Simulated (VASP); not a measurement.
# NaSrLiS2 with PBE: from relaxation to properties, part 6 of 7

Wanted: the relaxed cell of NaSrLiS2 and its properties. The cell is invented: it takes the structure of a Materials Project entry for NaLiCdS2 (space group 156 there), with some of its atoms replaced by other elements, volume scaled by an estimate. It may not be a known or stable phase. Left out of this account: at least 1 further run (vcrelax: its dispersion library returned no energy). The atoms of the start are displaced at random from the sites of a P3m1 cell.

VASP 6.6.1, plane waves and PAW; the level of theory is named at each step.

So far, gap on the k-mesh (eV): step 2 (rough relaxation of the start cell) 2.69; step 4 (single point with fields (PBE)) 2.68; step 6 (density of states (PBE)) 2.68; step 7 (a semilocal run for the hybrid's start) 2.67; step 9 (dielectric tensor and Born charges (PBE)) 2.67.

## (10) Elastic constants (PBE)

Level of this step: PBE; plane waves and PAW (Sr_sv, S, Na_pv, Li_sv); invented cell (VASP).

IBRION = 6 with ISIF = 3 strains the cell both ways at fixed fractional positions, and adds the ions' share afterwards from the force constants. Stress converges slowly with the basis, so the cutoff is raised.

Input file INCAR:

```
SYSTEM = NaSrLiS2
PREC = Accurate
ENCUT = 700
EDIFF = 1E-07
NELM = 100
ISMEAR = 0
SIGMA = 0.05
LREAL = .FALSE.
ALGO = Normal
GGA = PE
NBANDS = 22
LORBIT = 11
LWAVE = .FALSE.
LCHARG = .FALSE.
KPAR = 2
IBRION = 6
NFREE = 2
POTIM = 0.015
ISIF = 3
NSW = 1
```

Input file POSCAR:

```
NaSrLiS2
1.0
    4.3660983257      0.0000000000      0.0000000000
   -2.1830491678      3.7811520644      0.0000000000
    0.0000000000      0.0000000000      7.4936637596
Sr S Na Li
1 2 1 1
Direct
    0.6666666670      0.3333333330      0.3571367486
    0.3333333330      0.6666666670      0.1821602464
    0.6666666670      0.3333333330      0.7400622896
    0.0000000000      0.0000000000      0.9665531349
    0.3333333330      0.6666666670      0.7515155805
```

Input file KPOINTS:

```
Automatic mesh
0
Gamma
6 6 3
0 0 0
```

The projector-augmented-wave data sets are Sr_sv, S, Na_pv and Li_sv (PBE family, release 64).

Launch:

```bash
$ mpirun -np 2 vasp_std
```

The program printed:

```text
[... set-up lines as in an earlier step ...]
 entering main loop
       N       E                     dE             d eps       ncg     rms          rms(c)
DAV:   1     0.278082139382E+03    0.27808E+03   -0.15905E+04   748   0.175E+03
DAV:   2     0.138284954306E+02   -0.26425E+03   -0.24884E+03   768   0.389E+02
DAV:   3    -0.191546190542E+02   -0.32983E+02   -0.32349E+02  1228   0.113E+02
DAV:   4    -0.213821537992E+02   -0.22275E+01   -0.22134E+01  1186   0.261E+01
[...]
DAV:  14    -0.202316282998E+02   -0.39786E-05   -0.51565E-06   994   0.106E-02    0.443E-03
DAV:  15    -0.202316303223E+02   -0.20226E-05   -0.20259E-06   886   0.678E-03    0.307E-03
DAV:  16    -0.202316304107E+02   -0.88377E-07   -0.28184E-07   800   0.255E-03
   1 F= -.20231630E+02 E0= -.20231630E+02  d E =-.663796E-15
 Found    10 degrees of freedom:
 Adding 6 more for cell shape distortion
 Finite differences POTIM= 0.01500 DOF=  16
 -----------------------------------------------------------------------------
|                                                                             |
|     EEEEEEE  RRRRRR   RRRRRR   OOOOOOO  RRRRRR      ###     ###     ###     |
|     E        R     R  R     R  O     O  R     R     ###     ###     ###     |
|     E        R     R  R     R  O     O  R     R     ###     ###     ###     |
|     EEEEE    RRRRRR   RRRRRR   O     O  RRRRRR       #       #       #      |
|     E        R   R    R   R    O     O  R   R                               |
|     E        R    R   R    R   O     O  R    R      ###     ###     ###     |
|     EEEEEEE  R     R  R     R  OOOOOOO  R     R     ###     ###     ###     |
|                                                                             |
|     RE_READ_KPOINTS: the new IBZ does not contain all k-points of the       |
|     original IBZ.                                                           |
|                                                                             |
|     ... try setting KBLOWUP=.FALSE.                                         |
|     ... as a last resort: switch off symmetry                               |
|                                                                             |
|       ---->  I REFUSE TO CONTINUE WITH THIS SICK JOB ... BYE!!! <----       |
|                                                                             |
 -----------------------------------------------------------------------------

1
1
```

Elapsed: 26 s, on 2 MPI ranks of Intel Xeon 6975P-C (Granite Rapids), shared host.

The run ended with an error.

VASP's message: “RE_READ_KPOINTS: the new IBZ does not contain all k-points of the original IBZ.”. No number of this run is used.

## (11) Elastic tensor by finite strains (PBE)

IBRION = 6 with ISIF = 3 strains the cell both ways at fixed fractional positions, and adds the ions' share afterwards from the force constants.

INCAR: that of step 10 with these lines changed.

```diff
@@ -20 +20,2 @@
 NSW = 1
+KBLOWUP = .FALSE.
```

POSCAR is that of step 10.

KPOINTS is that of step 10.

Launch:

```bash
$ mpirun -np 2 vasp_std
```

The program printed:

```text
[banner, memory and clock lines left out]
running    2 mpi-ranks, on    1 nodes
 distrk:  each k-point on    1 cores,    2 groups
 distr:  one band on    1 cores,    1 groups

 POSCAR found type information on POSCAR SrS NaLi
 POSCAR found :  4 types and       5 ions
 LDA part: xc-table for (Slater+PW92), standard interpolation
 POSCAR, INCAR and KPOINTS ok, starting setup
 FFT: planning ... GRIDC
 FFT: planning ... GRID_SOFT
 FFT: planning ... GRID
 WAVECAR not read
 WARNING: random wavefunctions but no delay for mixing, default for NELMDL
 entering main loop
       N       E                     dE             d eps       ncg     rms          rms(c)
DAV:   1     0.278736429694E+03    0.27874E+03   -0.15927E+04   748   0.174E+03
DAV:   2     0.120343721617E+02   -0.26670E+03   -0.25269E+03   798   0.387E+02
DAV:   3    -0.189779748645E+02   -0.31012E+02   -0.30525E+02  1202   0.111E+02
DAV:   4    -0.213990230064E+02   -0.24210E+01   -0.24062E+01  1242   0.254E+01
DAV:   5    -0.216011248682E+02   -0.20210E+00   -0.20204E+00  1156   0.598E+00    0.169E+01
DAV:   6    -0.202965529766E+02    0.13046E+01   -0.27229E+00   968   0.694E+00    0.117E+01
DAV:   7    -0.202392057681E+02    0.57347E-01   -0.11518E+00  1096   0.471E+00    0.387E+00
DAV:   8    -0.202299907741E+02    0.92150E-02   -0.25453E-01   938   0.224E+00    0.724E-01
DAV:   9    -0.202288557925E+02    0.11350E-02   -0.16602E-02   952   0.638E-01    0.281E-01
DAV:  10    -0.202307443462E+02   -0.18886E-02   -0.21750E-03   892   0.250E-01    0.115E-01
DAV:  11    -0.202314422245E+02   -0.69788E-03   -0.70081E-04  1044   0.143E-01    0.695E-02
DAV:  12    -0.202315970696E+02   -0.15485E-03   -0.22806E-04   962   0.736E-02    0.222E-02
DAV:  13    -0.202316241331E+02   -0.27063E-04   -0.38228E-05  1000   0.295E-02    0.929E-03
DAV:  14    -0.202316284077E+02   -0.42746E-05   -0.54872E-06   944   0.109E-02    0.417E-03
DAV:  15    -0.202316302507E+02   -0.18430E-05   -0.17515E-06   870   0.646E-03    0.284E-03
DAV:  16    -0.202316304331E+02   -0.18236E-06   -0.34569E-07   798   0.283E-03    0.822E-04
DAV:  17    -0.202316305531E+02   -0.12004E-06   -0.10250E-07   754   0.165E-03    0.371E-04
DAV:  18    -0.202316305554E+02   -0.22510E-08   -0.97421E-09   650   0.709E-04
   1 F= -.20231631E+02 E0= -.20231631E+02  d E =-.660239E-15
 Found    10 degrees of freedom:
 Adding 6 more for cell shape distortion
 Finite differences POTIM= 0.01500 DOF=  16
 bond charge predicted
       N       E                     dE             d eps       ncg     rms          rms(c)
DAV:   1    -0.202731048454E+02   -0.41474E-01   -0.19454E+00  1646   0.111E+01    0.164E+00
DAV:   2    -0.202395015906E+02    0.33603E-01   -0.93414E-02  2318   0.217E+00    0.782E-01
DAV:   3    -0.202265124168E+02    0.12989E-01   -0.29171E-02  2442   0.111E+00    0.452E-01
DAV:   4    -0.202262564505E+02    0.25597E-03   -0.25531E-03  2554   0.241E-01    0.325E-01
DAV:   5    -0.202261186785E+02    0.13777E-03   -0.13633E-03  2816   0.190E-01    0.768E-02
DAV:   6    -0.202261108282E+02    0.78502E-05   -0.73651E-05  1826   0.600E-02    0.294E-02
DAV:   7    -0.202261083936E+02    0.24347E-05   -0.11855E-05  2432   0.231E-02    0.103E-02
DAV:   8    -0.202261092967E+02   -0.90310E-06   -0.10898E-06  2134   0.639E-03    0.337E-03
DAV:   9    -0.202261094307E+02   -0.13403E-06   -0.31039E-07  1660   0.301E-03    0.122E-03
DAV:  10    -0.202261095121E+02   -0.81420E-07   -0.46803E-08  1294   0.147E-03
   2 F= -.20226110E+02 E0= -.20226110E+02  d E =-.137992E-11
[... from here on, the cycles between the ionic steps are left out ...]
   3 F= -.20225518E+02 E0= -.20225518E+02  d E =-.205819E-18
   4 F= -.20226113E+02 E0= -.20226113E+02  d E =-.170230E-11
   5 F= -.20225512E+02 E0= -.20225512E+02  d E =-.152367E-18
   6 F= -.20226492E+02 E0= -.20226492E+02  d E =-.259875E-23
   7 F= -.20225982E+02 E0= -.20225982E+02  d E =-.950017E-27
   8 F= -.20229558E+02 E0= -.20229558E+02  d E =-.924361E-14
   9 F= -.20229558E+02 E0= -.20229558E+02  d E =-.918326E-14
  10 F= -.20229948E+02 E0= -.20229948E+02  d E =-.100810E-14
  11 F= -.20229934E+02 E0= -.20229934E+02  d E =-.105333E-14
  12 F= -.20229940E+02 E0= -.20229940E+02  d E =-.112619E-14
  13 F= -.20229940E+02 E0= -.20229940E+02  d E =-.112622E-14
  14 F= -.20231137E+02 E0= -.20231137E+02  d E =-.702220E-15
  15 F= -.20231137E+02 E0= -.20231137E+02  d E =-.703383E-15
  16 F= -.20230731E+02 E0= -.20230731E+02  d E =-.181872E-15
  17 F= -.20230849E+02 E0= -.20230849E+02  d E =-.223392E-14
  18 F= -.20231106E+02 E0= -.20231106E+02  d E =-.720641E-15
  19 F= -.20231106E+02 E0= -.20231106E+02  d E =-.704467E-15
  20 F= -.20231234E+02 E0= -.20231234E+02  d E =-.750676E-16
  21 F= -.20231165E+02 E0= -.20231165E+02  d E =-.353191E-16
  22 F= -.20231417E+02 E0= -.20231417E+02  d E =-.362141E-14
  23 F= -.20231417E+02 E0= -.20231417E+02  d E =-.358301E-14
  24 F= -.20230930E+02 E0= -.20230930E+02  d E =-.251438E-15
  25 F= -.20231171E+02 E0= -.20231171E+02  d E =-.149157E-14
  26 F= -.20231475E+02 E0= -.20231475E+02  d E =-.726479E-15
  27 F= -.20231475E+02 E0= -.20231475E+02  d E =-.726454E-15
  28 F= -.20231434E+02 E0= -.20231434E+02  d E =-.792178E-16
  29 F= -.20231326E+02 E0= -.20231326E+02  d E =-.332599E-16
  30 F= -.20231378E+02 E0= -.20231378E+02  d E =-.525868E-14
  31 F= -.20231378E+02 E0= -.20231378E+02  d E =-.559326E-14
  32 F= -.20231597E+02 E0= -.20231597E+02  d E =-.268358E-14
 Finite differences progress:
  Degree of freedom:  16/ 16
  Displacement:        1/  2
  Total:              31/ 32
 bond charge predicted
       N       E                     dE             d eps       ncg     rms          rms(c)
DAV:   1    -0.202301302493E+02    0.14666E-02   -0.37048E+00   748   0.940E+00    0.111E-01
DAV:   2    -0.202314090880E+02   -0.12788E-02   -0.13351E-02   802   0.531E-01    0.725E-02
DAV:   3    -0.202314267284E+02   -0.17640E-04   -0.39078E-04  1116   0.937E-02    0.354E-02
DAV:   4    -0.202314308819E+02   -0.41535E-05   -0.26791E-05  1034   0.276E-02    0.947E-03
DAV:   5    -0.202314310739E+02   -0.19195E-06   -0.22984E-06  1148   0.910E-03    0.503E-03
DAV:   6    -0.202314309362E+02    0.13764E-06   -0.38883E-07   818   0.313E-03    0.238E-03
DAV:   7    -0.202314308654E+02    0.70845E-07   -0.61340E-08   656   0.162E-03
  33 F= -.20231431E+02 E0= -.20231431E+02  d E =-.169902E-15
 Finite differences progress:
  Degree of freedom:  16/ 16
  Displacement:        2/  2
  Total:              32/ 32
```

Run time: 19 min. Hardware: 2 MPI ranks; peak memory 1.3 GiB; 36 min of CPU time.

(Part 6 of 7 ends here.)

[Lines on the potential files, build, host, timing and source positions are cut from VASP's logs without a mark.]

[Logs are printed without paths, hosts, clocks, repeated set-up lines and the standing remarks that a program may print on its own settings, such as how far it seeks lower states.]

[Hosts, paths, dates, database ids (printed as entryN), source tags and the programs' standing remarks are cut or masked in the printed files.]

[A measured line is paired with the nearest computed mode of its activity, which favours agreement.]

[In band tables of VASP the shares of atoms and orbitals are scaled to a sum of 1 inside the atoms' spheres.]
